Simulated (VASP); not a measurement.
Calculation: PBE GGA, VASP's PBE PAW potentials (set 64) (plane waves; VASP 6.6.1).

VASP input:

### KPOINTS
```
K-points
0
gamma
 6 6 6
0 0 0
```

INCAR:
```
SYSTEM = NaCl
PREC = Accurate
ENCUT = 400
EDIFF = 1E-6
NELM = 100
ALGO = Normal
LREAL = .FALSE.
LASPH = .TRUE.
ISMEAR = 0
SIGMA = 0.05
GGA = PE
LWAVE = .FALSE.
LCHARG = .FALSE.
ISIF = 2
```

File POSCAR:
```
NaCl
1
    0.0000000000     2.8200000000     2.8200000000
    2.8200000000     0.0000000000     2.8200000000
    2.8200000000     2.8200000000     0.0000000000
Na Cl
1 1
Direct
  0.0000000000   0.0000000000   0.0000000000
  0.5000000000   0.5000000000   0.5000000000
```

POTCAR, in this order: Na_pv Cl (PBE.64 set). Program: vasp_std.

Output of the run:

OSZICAR:
```
       N       E                     dE             d eps       ncg     rms          rms(c)
DAV:   1     0.921184996997E+02    0.92118E+02   -0.65174E+03   352   0.111E+03
DAV:   2     0.971865137011E+00   -0.91147E+02   -0.83302E+02   409   0.263E+02
DAV:   3    -0.680657676814E+01   -0.77784E+01   -0.77390E+01   415   0.791E+01
DAV:   4    -0.696925971328E+01   -0.16268E+00   -0.16258E+00   416   0.126E+01
DAV:   5    -0.697287960081E+01   -0.36199E-02   -0.36198E-02   433   0.180E+00    0.212E+00
DAV:   6    -0.678076890498E+01    0.19211E+00   -0.38836E-01   408   0.416E+00    0.160E+00
DAV:   7    -0.676891194874E+01    0.11857E-01   -0.91217E-02   445   0.202E+00    0.107E+00
DAV:   8    -0.677451347302E+01   -0.56015E-02   -0.95911E-03   364   0.103E+00    0.242E-01
DAV:   9    -0.677446263466E+01    0.50838E-04   -0.19136E-04   421   0.134E-01    0.131E-01
DAV:  10    -0.677461779135E+01   -0.15516E-03   -0.30929E-04   367   0.157E-01    0.469E-02
DAV:  11    -0.677461037654E+01    0.74148E-05   -0.17850E-05   415   0.429E-02    0.813E-03
DAV:  12    -0.677461052672E+01   -0.15018E-06   -0.12098E-06   376   0.122E-02
   1 F= -.67746105E+01 E0= -.67746105E+01  d E =-.131690E-13
```

### OUTCAR
```
------------------------ aborting loop because EDIFF is reached ----------------------------------------
  FORCE on cell =-STRESS in cart. coord.  units (eV):
  Direction    XX          YY          ZZ          XY          YZ          ZX
  --------------------------------------------------------------------------------------
  Total        0.1580478      0.1580478      0.1580478      0.0000000      0.0000000     -0.0000000
  in kB        5.6457514      5.6457514      5.6457514      0.0000000      0.0000000     -0.0000000
  external PRESSURE =       5.6457514 kB  Pullay stress =       0.0000000 kB
  volume of cell :       44.85
      direct lattice vectors                 reciprocal lattice vectors
     0.000000000  2.820000000  2.820000000    -0.177304965  0.177304965  0.177304965
     2.820000000  0.000000000  2.820000000     0.177304965 -0.177304965  0.177304965
     2.820000000  2.820000000  0.000000000     0.177304965  0.177304965 -0.177304965
  FREE ENERGIE OF THE ION-ELECTRON SYSTEM (eV)
  ---------------------------------------------------
  free  energy   TOTEN  =        -6.7746105267 eV

  energy  without entropy=       -6.7746105267  energy(sigma->0) =       -6.77461053
```
(Selected blocks of OUTCAR.)

OUTCAR:
```
 val. band max:       -0.7308573310   @ k =   0.0000   0.0000   0.0000

 cond. band min:       4.3725521451   @ k =   0.0000   0.0000   0.0000


 Fermi energy:        -0.4853163932

 k-point     1 :       0.0000    0.0000    0.0000
  band No.  band energies     occupation
      1     -21.5473      2.00000
      2     -21.5473      2.00000
      3     -21.5473      2.00000
      4     -13.3920      2.00000
      5      -0.7309      2.00000
      6      -0.7309      2.00000
      7      -0.7309      2.00000
      8       4.3726      0.00000
      9      10.3867      0.00000
     10      10.3867      0.00000
     11      10.3867      0.00000

 k-point     2 :       0.1667    0.0000    0.0000
  band No.  band energies     occupation
      1     -21.5542      2.00000
      2     -21.5474      2.00000
      3     -21.5474      2.00000
      4     -13.3113      2.00000
      5      -1.3312      2.00000
      6      -0.7997      2.00000
      7      -0.7997      2.00000
      8       5.1858      0.00000
      9       9.5969      0.00000
     10      10.6682      0.00000
     11      10.6682      0.00000

 k-point     3 :       0.3333    0.0000    0.0000
  band No.  band energies     occupation
      1     -21.5687      2.00000
      2     -21.5486      2.00000
      3     -21.5486      2.00000
      4     -13.1431      2.00000
      5      -2.2612      2.00000
      6      -0.9313      2.00000
      7      -0.9313      2.00000
      8       6.3138      0.00000
      9       9.3502      0.00000
     10      10.4735      0.00000
     11      10.4735      0.00000

 k-point     4 :       0.5000    0.0000    0.0000
  band No.  band energies     occupation
      1     -21.5757      2.00000
      2     -21.5489      2.00000
      3     -21.5489      2.00000
      4     -13.0551      2.00000
      5      -2.6547      2.00000
      6      -0.9942      2.00000
      7      -0.9942      2.00000
      8       6.5395      0.00000
      9       9.8915      0.00000
...
```

The compound is NaCl in the rock salt structure. The cell was not relaxed at this level.
